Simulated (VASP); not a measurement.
Given:

```xyz
2
Lattice="0.0000 2.9748 2.9748 2.9748 0.0000 2.9748 2.9748 2.9748 0.0000" Properties=species:S:1:pos:R:3 pbc="T T T"
Al     0.0000     0.0000     0.0000
As     1.4874     1.4874     1.4874
```

These are vdW-DF2, VASP's PBE PAW potentials (set 64) (plane waves; VASP) values and carry that method's errors. Settings: 520 eV cut-off, 8×8×8 Γ-centred mesh, Gaussian smearing of 0.050 eV, potentials Al As.

**Question.** The job: AlAs (zinc blende), 2 atoms, vdW-DF2, static run, 520 eV, 8×8×8 Γ-centred mesh. Roughly how much core time does it take on a busy server core?

**Answer.** About 30 core-seconds (one run on a shared machine, a rough figure). It had 29 irreducible k-points, 8 bands, up to 1428 plane waves and 14 electronic steps.

The compound is AlAs in the zinc blende structure. This cell is one point of a volume scan, at 1.06 of the reference volume.
